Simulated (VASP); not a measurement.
Consider the following.

```yaml
crystal:
  lattice:
    - [-1.53603, 1.53603, 1.53603]
    - [1.53603, -1.53603, 1.53603]
    - [1.53603, 1.53603, -1.53603]
  atoms:
    - { symbol: Mo, position: [0.00000, 0.00000, 0.00000] }
```

Computed with PBE GGA with D3 dispersion (zero damping), VASP's PBE PAW potentials (set 64) (plane waves; VASP 6.6.1). Numerical set-up: 520 eV cut-off, 16×16×16 Γ-centred mesh, first-order Methfessel-Paxton smearing of 0.10 eV, potentials Mo_sv.

Task: Give the stress tensor in GPa (positive for a compressed cell).

Result: 
```
18.91   0.00   0.00
 0.00  18.91   0.00
 0.00   0.00  18.91
```
The pressure is its mean diagonal, 18.91 GPa.

The compound is Mo in the bcc structure. This cell is one point of a volume scan, at 0.94 of the reference volume.
